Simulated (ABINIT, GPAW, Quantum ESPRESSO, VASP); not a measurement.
**One structure in several programs: KZnF3 (Pm-3m, 5 atoms in the cell)**

Self-consistent single point.

```
CELL_PARAMETERS angstrom
      3.99370     0.00000     0.00000
      0.00000     3.99370     0.00000
      0.00000     0.00000     3.99370
ATOMIC_POSITIONS crystal
  K  0.00000 0.00000 0.00000
  Zn 0.50000 0.50000 0.50000
  F  0.50000 0.00000 0.50000
  F  0.00000 0.50000 0.50000
  F  0.50000 0.50000 0.00000
```

Shared settings, as Quantum ESPRESSO writes them: occupations = smearing; smearing = fd; degauss = 0.000734986 Ry; K_POINTS = automatic 4 4 4 0 0 0. Potentials and cutoffs stand in the table.

```tsv
code	model	pressure (GPa)	gap on the mesh (eV)	cutoff
ABINIT	LDA (PW92), PAW (JTH v2.0 LDA PAW)	-2.16	3.711	30 Ha
Quantum ESPRESSO	LDA (PZ), GBRV 1.5 ultrasoft (LDA) pseudopotentials	-1.34	3.726	50 Ry
VASP	LDA (PZ), VASP's LDA PAW potentials (set 64)	-9.16	3.712	400 eV
GPAW	LDA (Perdew-Wang 92), GPAW PAW datasets LDA (gpaw-data 1.0.1)	–	3.682	900 eV
```

A dash marks a value that a program does not give, or that is left out as unsure.

Gaps are read on the mesh.

The spread over the programs that give each value: pressure within 7.82 GPa; gap on the mesh within 0.044 eV.

The pressure of GPAW is left out: its cutoff lies under the one at which its stress was checked. The same LDA comes in different parametrisations, which differ slightly. In the pressure, VASP (by 7.00) lies more than 1 GPa from the median of the plane-wave programs.

VASP's run is marked for a possible Pulay error in its stress at this cutoff; no cutoff test was made.

The starting cell has typed, rounded lattice constants, without a prior relaxation at this level. Its lattice was rescaled by a random factor within 2.5 % of one.

Left out of this page: Ansatz, CP2K, FLEUR and SIESTA (not drawn, or without a comparable value); Elk (unsound by tests on forces, stress, charge or solver warnings).
